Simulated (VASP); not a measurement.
VASP input:

INCAR:
```
SYSTEM = YN
PREC = Accurate
ENCUT = 520
EDIFF = 1E-6
NELM = 100
ALGO = Normal
LREAL = .FALSE.
LASPH = .TRUE.
ISMEAR = 1
SIGMA = 0.1
GGA = PS
LMAXMIX = 4
LWAVE = .FALSE.
LCHARG = .FALSE.
IBRION = 2
ISIF = 3
NSW = 60
EDIFFG = -0.01
```

KPOINTS:
```
Automatic mesh
0
Gamma
10 10 10
0 0 0
```

**POSCAR**
```
YN
1
    3.3930000000     0.0000000000     0.0000000000
    0.0000000000     3.3930000000     0.0000000000
    0.0000000000     0.0000000000     3.3930000000
Y N
1 1
Direct
  0.0000000000   0.0000000000   0.0000000000
  0.5000000000   0.5000000000   0.5000000000
```

POTCAR, in this order: Y_sv N (PBE.64 set). Program: vasp_std.

### Question
Translate this PBEsol calculation to Quantum ESPRESSO's pw.x.

### Answer
One equivalent input (not run):
```
&CONTROL
  calculation = 'vc-relax'
  pseudo_dir = './pseudo'
  outdir = './out'
  tprnfor = .true.
  tstress = .true.
  nstep = 60
  forc_conv_thr = 0.00039
/
&SYSTEM
  ibrav = 0
  nat = 2
  ntyp = 2
  ecutwfc = 84
  occupations = 'smearing'
  smearing = 'methfessel-paxton'
  degauss = 0.00735
  input_dft = 'pbesol'
/
&ELECTRONS
  conv_thr = 7.3e-08
  electron_maxstep = 100
/
&IONS
/
&CELL
/
ATOMIC_SPECIES
  Y 88.906 Y.upf
  N 14.007 N.upf
CELL_PARAMETERS angstrom
     3.3930000    0.0000000    0.0000000
     0.0000000    3.3930000    0.0000000
     0.0000000    0.0000000    3.3930000
ATOMIC_POSITIONS crystal
  Y    0.0000000  0.0000000  0.0000000
  N    0.5000000  0.5000000  0.5000000
K_POINTS automatic
  10 10 10 0 0 0
```
The two are equivalent in intent, not identical: the potentials are each code's own (VASP's PAW set, PseudoDojo norm-conserving files in pw.x), so ENCUT and ecutwfc are chosen apart and not converted; conv_thr bounds pw.x's estimated SCF error, while EDIFF bounds the energy change between steps; forc_conv_thr acts on force components and is met together with etot_conv_thr.

The structure was generated: YN was put into the CsCl type type (Pm-3m), which need not be its known phase. This run relaxes it. Symmetry was kept, so distortions that lower it aren't found.
